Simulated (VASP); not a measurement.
These are PBE GGA with D4 dispersion, VASP's PBE PAW potentials (set 64) (plane waves; VASP) values and carry that method's errors.

VASP ran on this input.

### POSCAR
```
Al
1.0
  0.0000000000   1.9906159582   1.9906159582
  1.9906159582   0.0000000000   1.9906159582
  1.9906159582   1.9906159582   0.0000000000
Al
1
Cartesian
  0.0000000000   0.0000000000   0.0000000000
```

**INCAR**
```
# general
SYSTEM=Al
PREC  =Accurate
ENCUT =520
LREAL =.FALSE.
LASPH =.TRUE.

# electronic loop
EDIFF =1E-6
NELM  =100
ALGO  =Normal

# smearing
ISMEAR=1
SIGMA =0.1

# functional
GGA   =PE
IVDW  =13

# ions
IBRION=2
NSW   =60
ISIF  =3
EDIFFG=-0.01

# output
LWAVE =.FALSE.
LCHARG=.FALSE.
```

File KPOINTS:
```
Automatic mesh
0
Gamma
14 14 14
0 0 0
```

POTCAR, in this order: Al (PBE.64 set). Program: vasp_std.

What VASP printed:

File OSZICAR:
```
       N       E                     dE             d eps       ncg     rms          rms(c)
DAV:   1    -0.133261918286E+01   -0.13326E+01   -0.92285E+02  1095   0.334E+02
DAV:   2    -0.373534821488E+01   -0.24027E+01   -0.21598E+01  1375   0.319E+01
DAV:   3    -0.375486134032E+01   -0.19513E-01   -0.19519E-01  1385   0.350E+00
DAV:   4    -0.375493050939E+01   -0.69169E-04   -0.69169E-04  1360   0.200E-01
DAV:   5    -0.375493088933E+01   -0.37994E-06   -0.38016E-06  1390   0.121E-02    0.139E+00
DAV:   6    -0.374118160333E+01    0.13749E-01   -0.14949E-03  1240   0.295E-01    0.806E-01
DAV:   7    -0.373117039402E+01    0.10011E-01   -0.45223E-03  1240   0.479E-01    0.154E-01
DAV:   8    -0.373116717463E+01    0.32194E-05   -0.23007E-05  1345   0.517E-02    0.121E-02
DAV:   9    -0.373116548304E+01    0.16916E-05   -0.97747E-07  1300   0.714E-03    0.114E-03
DAV:  10    -0.373116517395E+01    0.30909E-06   -0.48498E-09   725   0.814E-04
   1 F= -.40901276E+01 E0= -.40901549E+01  d E =-.409013E+01
```

**OUTCAR**
```
------------------------ aborting loop because EDIFF is reached ----------------------------------------
  Edisp (eV):   -0.35896
  FORCE on cell =-STRESS in cart. coord.  units (eV):
  Direction    XX          YY          ZZ          XY          YZ          ZX
  --------------------------------------------------------------------------------------
  Total       0.00059     0.00059     0.00059    -0.00000     0.00000    -0.00000
  in kB       0.06011     0.06011     0.06011    -0.00000     0.00000    -0.00000
  external pressure =        0.06 kB  Pullay stress =        0.00 kB
  volume of cell :       15.78
      direct lattice vectors                 reciprocal lattice vectors
     0.000000000  1.990615958  1.990615958    -0.251178535  0.251178535  0.251178535
     1.990615958  0.000000000  1.990615958     0.251178535 -0.251178535  0.251178535
     1.990615958  1.990615958  0.000000000     0.251178535  0.251178535 -0.251178535
 POSITION                                       TOTAL-FORCE (eV/Angst)
 -----------------------------------------------------------------------------------
      0.00000      0.00000      0.00000         0.000000      0.000000      0.000000
 -----------------------------------------------------------------------------------
    total drift:                                0.000000     -0.000000     -0.000000
  FREE ENERGIE OF THE ION-ELECTRON SYSTEM (eV)
  ---------------------------------------------------
  free  energy   TOTEN  =        -4.0901276067 eV

  energy  without entropy=       -4.0902094494  energy(sigma->0) =       -4.09015489

 reached required accuracy - stopping structural energy minimisation
```
(Selected blocks of OUTCAR.)

### OUTCAR
```
 val. band max:        8.4009064554   @ k =  -0.3571   0.4286   0.2143

 cond. band min:       8.4393688783   @ k =  -0.3571   0.3571   0.0000


 Fermi energy:         8.4362841909

 k-point     1 :       0.0000    0.0000    0.0000
  band No.  band energies     occupation
      1      -2.9724      2.00000
      2      21.3470      0.00000
      3      21.3470      0.00000
      4      21.3470      0.00000
      5      23.1848      0.00000

 k-point     2 :       0.0714    0.0000    0.0000
  band No.  band energies     occupation
      1      -2.8295      2.00000
      2      19.2201      0.00000
      3      20.9383      0.00000
      4      20.9383      0.00000
      5      23.7420      0.00000

 k-point     3 :       0.1429    0.0000    0.0000
  band No.  band energies     occupation
      1      -2.4018      2.00000
      2      16.2676      0.00000
      3      20.3261      0.00000
      4      20.3261      0.00000
      5      23.6013      0.00000

 k-point     4 :       0.2143    0.0000    0.0000
  band No.  band energies     occupation
      1      -1.6920      2.00000
      2      13.3856      0.00000
      3      19.8637      0.00000
      4      19.8637      0.00000
      5      23.3491      0.00000

 k-point     5 :       0.2857    0.0000    0.0000
  band No.  band energies     occupation
      1      -0.7044      2.00000
      2      10.6772      0.00000
      3      19.6133      0.00000
      4      19.6133      0.00000
      5      23.0260      0.00000

 k-point     6 :       0.3571    0.0000    0.0000
  band No.  band energies     occupation
      1       0.5549      2.00000
      2       8.1782      2.00160
      3      19.5903      0.00000
      4      19.5903      0.00000
      5      21.8785      0.00000

 k-point     7 :       0.4286    0.0000    0.0000
  band No.  band energies     occupation
      1       2.0773      2.00000
      2       5.9089      2.00000
      3      19.7980      0.00000
...
```

The compound is Al in the fcc structure. It was relaxed first, which changed the volume by -5 %. The start is the result of an earlier pass.
